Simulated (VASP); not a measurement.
Input:

```yaml
crystal:
  lattice:
    - [-2.92850, 2.92850, 2.92850]
    - [2.92850, -2.92850, 2.92850]
    - [2.92850, 2.92850, -2.92850]
  atoms:
    - { symbol: Rb, position: [0.00000, 0.00000, 0.00000] }
```

Computed with RPBE GGA, VASP's PBE PAW potentials (set 64) (plane waves; VASP). Numerical set-up: 520 eV cut-off, 9×9×9 Γ-centred mesh, first-order Methfessel-Paxton smearing of 0.10 eV, potentials Rb_sv.

Question: Give the energy at these volumes per atom, relative to the lowest: 94.47, 97.49, 100.50, 103.52, 106.53 Å³.

Answer: 2.9, 0.7, 0.0, 0.7, 2.5 meV/atom. A third-order Birch-Murnaghan fit gives B0 = 2.4 GPa and B0′ = 3.7.

Measured: a 5.576 Å at 0 K (computed value off by +5.0 %), as given by Gábor I. Csonka et al., Physical Review B (2009), arXiv:0903.4037 [low-temperature or extrapolated to 0 K; zero-point anharmonic expansion removed].

The compound is Rb in the bcc structure. It was relaxed first, which changed the volume by +11 %.
